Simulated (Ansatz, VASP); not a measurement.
## H56C57S12 (amorphous polythiophene with methane at 500 K) in two plane-wave programs

One calculation is typed for both programs; each brings its own data sets. How far apart do they land? The cell is taken from a series of runs on this material, whose earlier steps may have relaxed, scaled, displaced or heated it; both programs get it as it stands.

Main program and level: Ansatz 0.2.0; plane waves, with VASP 6.6.1 beside it; single point at PBE with D4.

## (1) The structure

The cell holds 125 atoms: 57 C, 12 S and 56 H. Its edges and angles: a = 12.078 Å, b = 12.078 Å, c = 12.078 Å, α = 90.0°, β = 90.0°, γ = 90.0°. As first built, before any earlier steps moved the atoms (in the runner's words): 2 polythiophene chains of 6 units, 5 methane placed at random, at 1.06 g/cm^3; overlaps pushed apart, then 20 ps at 800 K with MMFF94 bonds, angles, torsions, charges and radii (Halgren, J. Comput. Chem. 17, 490 (1996)) in harmonic and 12-6 forms; charges of ions scaled by 0.8. Snapshot after 30 ps at 500 K and fixed volume.

## (2) VASP: single point, PBE with D4

A single point gives forces, pressure and levels at one fixed geometry, so differences don't come from the geometry; what else differs is listed under the comparison.

Lines of VASP's logs that name or quote its potential files are left out, and so is its time.

INCAR reads:

```
SYSTEM = H56C57S12
PREC = Accurate
ENCUT = 600
EDIFF = 1E-06
NELM = 120
ISMEAR = 0
SIGMA = 0.05
LREAL = Auto
ALGO = Normal
GGA = PE
IVDW = 13
NBANDS = 272
LORBIT = 11
LWAVE = .FALSE.
LCHARG = .FALSE.
ISIF = 2
LASPH = .TRUE.
GGA_COMPAT = .FALSE.
EFERMI = MIDGAP
NCORE = 4
```

POSCAR reads:

```
H56C57S12
1.0
   12.0780700000      0.0000000000      0.0000000000
    0.0000000000     12.0780700000      0.0000000000
    0.0000000000      0.0000000000     12.0780700000
C S H
57 12 56
Direct
    0.2664900000      0.4226200000      0.5206100000
    0.3106000000      0.5303600000      0.4733100000
    0.3187000000      0.5542400000      0.3587700000
    0.3398600000      0.6651700000      0.3422500000
    0.3683300000      0.7210800000      0.4370100000
    0.3885200000      0.8389400000      0.4450500000
    0.4098800000      0.8918800000      0.5438900000
    0.4344100000      0.0076500000      0.5296800000
    0.4336600000      0.0446300000      0.4238200000
    0.4535600000      0.1509800000      0.3728000000
    0.4077500000      0.1931500000      0.2805600000
    0.4536600000      0.3023500000      0.2529500000
    0.5332000000      0.3392600000      0.3285100000
    0.5937100000      0.4409500000      0.3316700000
    0.6590000000      0.4886500000      0.4180600000
    0.6866400000      0.6005700000      0.3855900000
    0.6451000000      0.6416300000      0.2824500000
    0.6681100000      0.7437800000      0.2368400000
    0.6578400000      0.7720900000      0.1235400000
    0.6868000000      0.8836500000      0.0999600000
    0.7289200000      0.9305800000      0.1934800000
    0.7728200000      0.0364700000      0.1981200000
    0.7998800000      0.1006700000      0.1104400000
    0.8447400000      0.1971400000      0.1331300000
    0.8312800000      0.2207800000      0.2440900000
    0.8595700000      0.3179300000      0.3117700000
    0.0565400000      0.7403700000      0.7219100000
    0.1379700000      0.7937200000      0.7860500000
    0.2031800000      0.7531700000      0.8665200000
    0.2907600000      0.8199300000      0.8946400000
[... 89 atom lines left out ...]
    0.1517100000      0.2204700000      0.1820100000
    0.0671100000      0.2738100000      0.0683700000
    0.9337200000      0.5159700000      0.1694900000
    0.0479800000      0.6046600000      0.1380500000
    0.8998000000      0.6533900000      0.1302800000
    0.9780600000      0.5778000000      0.0196200000
```

KPOINTS reads:

```
Automatic mesh
0
Gamma
1 1 1
0 0 0
```

Potentials, in the order of the species: C, S and H (PBE family, release 64).

Run with:

```console
> mpirun -np 16 vasp_gam
```

Numbers of over 12 decimals in the logs are rounded to 6 here.

The program printed:

```text
[banner, memory and clock lines left out]
running   16 mpi-ranks, on    1 nodes
[...]
LDA part: xc-table for (Slater+PW92), standard interpolation
 POSCAR, INCAR and KPOINTS ok, starting setup
[...]
entering main loop
       N       E                     dE             d eps       ncg     rms          rms(c)
DAV:   1     0.281080362470E+04    0.28108E+04   -0.18537E+05   544   0.131E+03
DAV:   2    -0.463871154490E+03   -0.32747E+04   -0.30892E+04   704   0.276E+02
DAV:   3    -0.835637612138E+03   -0.37177E+03   -0.36791E+03   688   0.951E+01
DAV:   4    -0.847389354169E+03   -0.11752E+02   -0.11688E+02   688   0.194E+01
[...]
DAV:  17    -0.759113598020E+03    0.11274E-04   -0.30685E-05   696   0.142E-02    0.139E-02
DAV:  18    -0.759113590896E+03    0.71239E-05   -0.57647E-06   640   0.904E-03    0.764E-03
DAV:  19    -0.759113590153E+03    0.74365E-06   -0.56321E-06   672   0.496E-03
   1 F= -.76775059E+03 E0= -.76775059E+03  d E =-.532651E-81
```

Parts of OUTCAR (step 2):

```text
  FREE ENERGIE OF THE ION-ELECTRON SYSTEM (eV)
  ---------------------------------------------------
  free  energy   TOTEN  =      -767.7505881411 eV

  energy  without entropy=     -767.7505881411  energy(sigma->0) =     -767.75058814
```

The run ends at a pressure of 2.57 GPa, with forces up to 5.3 eV/Å.

## (3) Ansatz: single point, PBE with D4

Ansatz runs on its default PAW (the set named soft_2) files.

The same cell, functional, mesh and smearing now go to Ansatz, which takes its cutoff from its data sets.

input.yaml reads:

```yaml
crystal:
  lattice:
    - [12.07807, 0.0, 0.0]
    - [0.0, 12.07807, 0.0]
    - [0.0, 0.0, 12.07807]
  atoms:
    - { symbol: C, position: [0.26649, 0.42262, 0.52061] }
    - { symbol: C, position: [0.3106, 0.53036, 0.47331] }
    - { symbol: C, position: [0.3187, 0.55424, 0.35877] }
    - { symbol: C, position: [0.33986, 0.66517, 0.34225] }
    - { symbol: C, position: [0.36833, 0.72108, 0.43701] }
    - { symbol: S, position: [0.36014, 0.63269, 0.54818] }
    - { symbol: C, position: [0.38852, 0.83894, 0.44505] }
    - { symbol: C, position: [0.40988, 0.89188, 0.54389] }
    - { symbol: C, position: [0.43441, 0.00765, 0.52968] }
    - { symbol: C, position: [0.43366, 0.04463, 0.42382] }
    - { symbol: S, position: [0.38807, 0.93622, 0.33576] }
    - { symbol: C, position: [0.45356, 0.15098, 0.3728] }
    - { symbol: C, position: [0.40775, 0.19315, 0.28056] }
    - { symbol: C, position: [0.45366, 0.30235, 0.25295] }
    - { symbol: C, position: [0.5332, 0.33926, 0.32851] }
    - { symbol: S, position: [0.53301, 0.25053, 0.43206] }
    - { symbol: C, position: [0.59371, 0.44095, 0.33167] }
    - { symbol: C, position: [0.659, 0.48865, 0.41806] }
    - { symbol: C, position: [0.68664, 0.60057, 0.38559] }
    - { symbol: C, position: [0.6451, 0.64163, 0.28245] }
    - { symbol: S, position: [0.58385, 0.52952, 0.2192] }
    - { symbol: C, position: [0.66811, 0.74378, 0.23684] }
    - { symbol: C, position: [0.65784, 0.77209, 0.12354] }
    - { symbol: C, position: [0.6868, 0.88365, 0.09996] }
    - { symbol: C, position: [0.72892, 0.93058, 0.19348] }
    - { symbol: S, position: [0.72419, 0.85139, 0.3092] }
    - { symbol: C, position: [0.77282, 0.03647, 0.19812] }
    - { symbol: C, position: [0.79988, 0.10067, 0.11044] }
    - { symbol: C, position: [0.84474, 0.19714, 0.13313] }
    - { symbol: C, position: [0.83128, 0.22078, 0.24409] }
[... 89 atom lines left out ...]
    - { symbol: H, position: [0.06711, 0.27381, 0.06837] }
    - { symbol: C, position: [0.96197, 0.58818, 0.1137] }
    - { symbol: H, position: [0.93372, 0.51597, 0.16949] }
    - { symbol: H, position: [0.04798, 0.60466, 0.13805] }
    - { symbol: H, position: [0.8998, 0.65339, 0.13028] }
    - { symbol: H, position: [0.97806, 0.5778, 0.01962] }
kpoints:
  mp_grid: { grid: [1, 1, 1] }
hamiltonian:
  xc: pbe
  dispersion: d4
scf:
  occupations: { method: gaussian, width: 0.05 }
output:
  forces: true
  stress: true
  populations: true
  dos:
    method: { smearing: { sigma: 0.1 } }
    de: 0.1
    projected: { site_lists: { C: [C], H: [H], S: [S] } }
  eigenvalues: true
  write_density: true
  write_potential: true
  volumetric_format: npy
  elf: true
```

Run with:

```console
> ansatz run input.yaml --threads 8 --pin off --max-ram 15872MiB --backend cpu --events-out ev --progress --plain --runs-dir out
```

The program printed:

```text
Engine: ansatz 0.2.0, x86_64-unknown-linux-gnu
Pseudopotentials: kind: paw
Pseudopotential: C, paw, valence charge 4, recommended cutoff 420 eV (normal), C.paw.azcp
Pseudopotential: S, paw, valence charge 6, recommended cutoff 420 eV (normal), S.paw.azcp
Pseudopotential: H, paw, valence charge 1, recommended cutoff 420 eV (normal), H.paw.azcp
Functional definition: PBE
  parameter kappa = 0.804
  parameter beta = 0.066725
  exchange = pbe_x(kappa = kappa, mu = beta*pi^2/3)
  correlation = pbe_c(beta = beta)
Crystal: 125 atoms, lattice volume = 1761.946 Å³
Basis set: ecut = 420 eV, 34457 PW (Γ), exchange–correlation on 162×162×162 points (8 copies of the dense FFT grid, shifted against one another)
Bands: 303, of which v1, the nominal top of the filled ones, is band 178 counted from 1 (177 counted from 0)
Symmetry: 1 space group operations
Space group: P1 (ITA 1), of the structure as read, at distance tolerance 1.2e-4 Å
k-points: 1
Non-local potential: C, projectors of the file, l = 0: 2, l = 1: 2, l = 2: 1
Non-local potential: S, projectors of the file, l = 0: 2, l = 1: 2, l = 2: 2
Non-local potential: H, projectors of the file, l = 0: 2, l = 1: 1
PAW form: soft (Blöchl's): semilocal exchange-correlation on the pseudo side does not see the compensation charge
PAW one-centre angular grid: C, 110 points (default); XC on 64 Gauss nodes
PAW one-centre angular grid: S, 110 points (default); XC on 64 Gauss nodes
PAW one-centre angular grid: H, 110 points (default); XC on 64 Gauss nodes
Initial density: superposition of atomic densities (neutral atoms: chi_scale 0, normalization atom), corrected by the library's trained network
Initial wavefunctions: pseudopotential atomic-orbital guess
Functional: x = pbe(κ = 0.804, μ = 0.219515), c = pbe(β = 0.066725)
SCF iter   1: F=—  HF=-26019.903537 eV  |F-HF|=—  |Δ(HF+E_count)|=         —  Δρ=6.21e-3  dr2=1.40e0  ethr=1.77e-3  ⟨swp⟩=5.0  Hψ=1283  notcnv=0  defer=106
preconditioner: auto → Resta (q_TF=auto, 2.090 Å⁻¹)  ε∞=2.4  [insulator: Δε(μ)=1.583 eV  Ē_g=13.945 eV  σ=0.050 eV  W_gap=1.00  n_scr=256 (ndim 8)  ℏωp=16.7 eV  f_vac=0.265  D(μ)=0.00/eV (n_scr^D=0)  ε∞_Penn≈2.4]
SCF iter   2: F=—  HF=-26019.556816 eV  |F-HF|=—  |Δ(HF+E_count)|=   3.47e-1  Δρ=2.76e-3  dr2=1.14e-1  ethr=3.92e-4  ⟨swp⟩=2.0  Hψ=393  notcnv=0  defer=119
SCF iter   3: F=—  HF=-26019.559926 eV  |F-HF|=—  |Δ(HF+E_count)|=   3.11e-3  Δρ=1.15e-3  dr2=2.78e-2  ethr=3.19e-5  ⟨swp⟩=2.0  Hψ=288  notcnv=0  defer=119
SCF iter   4: F=—  HF=-26019.565175 eV  |F-HF|=—  |Δ(HF+E_count)|=   5.25e-3  Δρ=3.94e-4  dr2=4.92e-3  ethr=7.80e-6  ⟨swp⟩=2.0  Hψ=318  notcnv=0  defer=119
SCF iter   5: F=—  HF=-26019.564883 eV  |F-HF|=—  |Δ(HF+E_count)|=   2.92e-4  Δρ=1.58e-4  dr2=8.23e-4  ethr=1.38e-6  ⟨swp⟩=2.0  Hψ=359  notcnv=0  defer=119
SCF iter   6: F=—  HF=-26019.564853 eV  |F-HF|=—  |Δ(HF+E_count)|=   3.00e-5  Δρ=6.15e-5  dr2=1.14e-4  ethr=2.31e-7  ⟨swp⟩=2.0  Hψ=306  notcnv=0  defer=119
SCF iter   7: F=—  HF=-26019.564822 eV  |F-HF|=—  |Δ(HF+E_count)|=   3.09e-5  Δρ=2.69e-5  dr2=2.08e-5  ethr=3.21e-8  ⟨swp⟩=2.0  Hψ=357  notcnv=0  defer=119
SCF iter   8: F=—  HF=-26019.567123 eV  |F-HF|=—  |Δ(HF+E_count)|=   2.30e-3  Δρ=8.09e-6  dr2=1.75e-6  ethr=5.85e-9  ⟨swp⟩=2.0  Hψ=437  notcnv=0  defer=119
SCF iter   9: F=—  HF=-26019.567124 eV  |F-HF|=—  |Δ(HF+E_count)|=   1.28e-7  Δρ=4.11e-6  dr2=5.04e-7  ethr=4.93e-10  ⟨swp⟩=2.0  Hψ=348  notcnv=0  defer=119
SCF iter  10: F=-26019.567124 eV  HF=-26019.567124 eV  |F-HF|=1.87e-8  |Δ(HF+E_count)|=   2.84e-9  Δρ=1.34e-6  dr2=5.47e-8  ethr=2.81e-11  ⟨swp⟩=21.0  Hψ=2986  notcnv=0
SCF 1 converged in 10 iterations: F = -26019.567124 eV  dr2 = 5.47e-8
  greatest PAW one-centre occupation: 0.866 electrons in one spin orbital (limit 2), on the S atom at site 80 (counted from 0), in its partial waves of l = 0
[...]
atom  75  C      0.48801452    -0.57773455     0.28604679
  atom  76  S      0.09133633     0.16703983    -0.45724167
  atom  77  C     -1.71601094    -1.75257685     4.56356936
  atom  78  C      1.56696025     1.26905864    -4.92037937
  atom  79  C     -0.15107385     0.31134532     1.92840198
  atom  80  C      2.03493045     0.88407809    -2.87653932
  atom  81  S     -1.73508073    -1.26652811     0.53774679
  atom  82  C     -1.38275874     1.23114061     1.35727529
  atom  83  H      0.64538974    -0.25327504    -0.30717673
  atom  84  H     -0.80066377     0.15157672     0.50643776
  atom  85  H     -2.21112424    -3.22411763     2.24992870
  atom  86  H      0.30112209     0.29605760     0.04144727
  atom  87  H      1.63678434     0.16173578     1.15730742
  atom  88  H      0.47901226    -0.18595733     0.04835994
  atom  89  H     -0.44014188     0.53730678    -0.14839732
  atom  90  H     -0.90649991    -0.63614585    -0.13240485
  atom  91  H      1.22979483    -0.40790125     0.30351631
  atom  92  H      0.43869371     0.19395944    -0.19754128
  atom  93  H      1.05769835     0.70726889     0.31106613
  atom  94  H      0.28414741     0.37810735    -0.29255132
  atom  95  H      0.02798161     0.02918993     0.17784158
  atom  96  H      0.08264072    -0.34173849     0.36120212
  atom  97  H     -0.45643222     0.17381246     0.32305464
  atom  98  H      1.03485042     0.45435533     0.09950880
[...]
atom 118  H      0.01827513     0.68186049    -0.37631230
  atom 119  H     -0.61788089    -1.82100628     1.56424887
  atom 120  H     -0.22447851    -0.12113950     0.35680248
  atom 121  C      0.17541067    -0.88609693    -0.34132194
  atom 122  H      0.46483525     0.63497765    -1.66093515
  atom 123  H     -0.23191875     0.63072642     0.62633251
  atom 124  H      0.68358574     0.14451367    -0.20496498
  atom 125  H     -1.10954591    -0.48563246     1.57737432
  max |Σ_I F_I| component: 6.27e-5 eV/Å
--- Stress (GPa, compression-positive) ---
        2.760527       2.234742       0.824139
        2.234742       4.444300       0.235992
        0.824140       0.235992       0.964525
  P = ⅓ Tr σ = 2.7231 GPa (27.231 kbar)
--- Band table (eV) ---
  k-point 0: bands = [... 174 lower, -0.0109, 0.2948, 0.5589, 0.9005, 2.2653, 2.4938, 2.7348, 2.8198, ... 121 higher]
--- Löwdin populations: 125 sites ---
  site symbol       q [e]
     0      C      4.4327
     1      C      4.1270
     2      C      4.1664
     3      C      4.1463
     4      C      4.1283
     5      S      5.5247
     6      C      4.0812
     7      C      4.1752
     8      C      4.1435
     9      C      4.0874
    10      S      5.6493
    11      C      4.1189
    12      C      4.1650
    13      C      4.1819
    14      C      4.1365
    15      S      5.5253
    16      C      4.1112
    17      C      4.1678
    18      C      4.1527
    19      C      4.1089
    20      S      5.5851
    21      C      4.1245
    22      C      4.1401
    23      C      4.1541
[...]
117      H      0.8041
   118      H      0.7814
   119      H      0.8047
   120      C      4.6309
   121      H      0.8240
   122      H      0.7926
   123      H      0.7907
   124      H      0.8342
  spilling = 0.013480 (of n_electrons = 356.000000)
```

The column dr2 measures how far the density is from self-consistency, as an energy; F and HF (Harris–Foulkes) agree once it is small.

## (4) Side by side

Known differences besides the potentials themselves: the cutoff is 420 eV in Ansatz and 600 eV in VASP (PREC = Accurate, projectors in real space). Total energies have different zeros and are not compared.

The two programs side by side:

```csv
quantity,Ansatz,VASP,difference
pressure (GPa),2.72,2.57,+0.16
gap on the k mesh (eV),1.365,1.357,+0.007
```

Forces on 10 of the 125 atoms, those with the largest forces and the largest differences (eV/Å; atoms numbered as in POSCAR):

```csv
atom,"Ansatz x, y, z","VASP x, y, z"
C13,"-1.322, 0.790, -1.640","-1.293, 0.707, -1.502"
C17,"1.067, -2.984, 2.888","1.007, -3.062, 2.812"
C23,"-0.003, -3.482, -2.818","-0.013, -3.507, -2.851"
C24,"0.821, 4.996, 0.662","0.846, 5.038, 0.635"
C27,"-0.099, 1.472, -4.197","-0.120, 1.447, -4.188"
C48,"-1.716, -1.753, 4.564","-1.719, -1.726, 4.649"
C49,"1.567, 1.269, -4.920","1.558, 1.244, -4.949"
C51,"2.035, 0.884, -2.877","1.952, 0.782, -2.773"
S60,"2.068, -1.351, 3.394","2.000, -1.336, 3.242"
H90,"-2.211, -3.224, 2.250","-2.214, -3.226, 2.245"
```

The forces differ by 42 meV/Å r.m.s., which is 3.6 % of the r.m.s. force of 1.185 eV/Å (both taken over all components). A gap on the mesh is an upper bound, since the band edges may lie between its points.

## (5) Summary of results

| Property | Result |
| --- | --- |
| r.m.s. force difference (single point, PBE with D4) | 3.6 % of the r.m.s. force |

The r.m.s. force difference is 3.6 % of the r.m.s. force (single point, PBE with D4), beyond the 3 % picked in this series as the mark of a large difference. What causes the difference of the single point, PBE with D4 pair stays open here. Such differences can come from data sets, numerical settings and the points named under the comparisons, not from the functional's error against experiment.

[Lines on the potential files, build, host, timing and source positions are cut from VASP's logs without a mark.]

[Logs are printed without paths, hosts, clocks, repeated set-up lines and the standing remarks that a program may print on its own settings, such as how far it seeks lower states.]

[Hosts, paths, dates, database ids (printed as entryN), source tags and the programs' standing remarks are cut or masked in the printed files.]

[The MMFF94 radii named for the starting cell were scaled by 0.96; in molecules described by MMFF94, hydrogen bound to N, O or S took a small fixed 12-6 site in their place.]
